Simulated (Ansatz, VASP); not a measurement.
## KBe2 in VASP and in Ansatz

INCAR

```
ALGO = Normal
EDIFF = 1E-6
EDIFFG = -0.04
ENCUT = 600
GGA = PE
IBRION = 2
ISIF = 3
ISMEAR = 0
LASPH = T
LCHARG = F
LREAL = F
LWAVE = F
NELM = 60
NSW = 90
PREC = Accurate
SIGMA = 0.1
```

Contents of KPOINTS:

```
k-points
0
Gamma
  6 6 6
```

Contents of POSCAR:

```
KBe2
1.0
    0.0000000000      2.9379475623      2.9379475623
    2.9379475623      0.0000000000      2.9379475623
    2.9379475623      2.9379475623      0.0000000000
K Be
1 2
Direct
    0.0000000000      0.0000000000      0.0000000000
    0.2500000000      0.2500000000      0.2500000000
    0.7500000000      0.7500000000      0.7500000000
```

Input for Ansatz:

```yaml
crystal:
  lattice:
    - [0.0, 2.9379475623, 2.9379475623]
    - [2.9379475623, 0.0, 2.9379475623]
    - [2.9379475623, 2.9379475623, 0.0]
  atoms:
    - { symbol: K, position: [0.0, 0.0, 0.0] }
    - { symbol: Be, position: [0.25, 0.25, 0.25] }
    - { symbol: Be, position: [0.75, 0.75, 0.75] }
basis:
  ecutwfc: 420
kpoints:
  mp_grid: { grid: [6, 6, 6] }
hamiltonian:
  xc: pbe
scf:
  occupations: { method: gaussian, width: 0.1 }
  lower_state_search: "off"
output:
  forces: true
  stress: true
  eigenvalues: true
relax:
  adjacent_minimum: "off"
  f_tol: 0.04
  max_steps: 70
  cell: { stress_tol: 0.4 }
```

Alike in both runs: task relaxation of cell and atoms; functional PBE; k mesh 6 × 6 × 6; occupations gaussian, width 0.1 eV; no spin polarisation.

```csv
,VASP,Ansatz
version,VASP 6.6.1,Ansatz 0.2.0
potentials or method,"VASP PAW PBE potentials, release 64 (K_sv, Be)","scalar-relativistic, plane waves, PAW"
plane-wave cutoff (eV),600,420
valence electrons in the cell,13,13
```

```csv
,VASP,Ansatz,Ansatz less VASP
"gap on the k mesh at the Fermi level, each at its own relaxed structure (eV)",none,none,-
relaxed volume (Å³/atom),32.05,31.56,-0.490
relaxed cell length with the largest relative difference (Å),5.142,5.116,-0.0263
energy change over the relaxation (meV/atom),-613,-607,+6.3
```

A gap of «none» marks a metal or a gap that the smearing closes.

Caveats: the volume moved by over 15 % at a fixed basis, so the end points are rough (VASP).
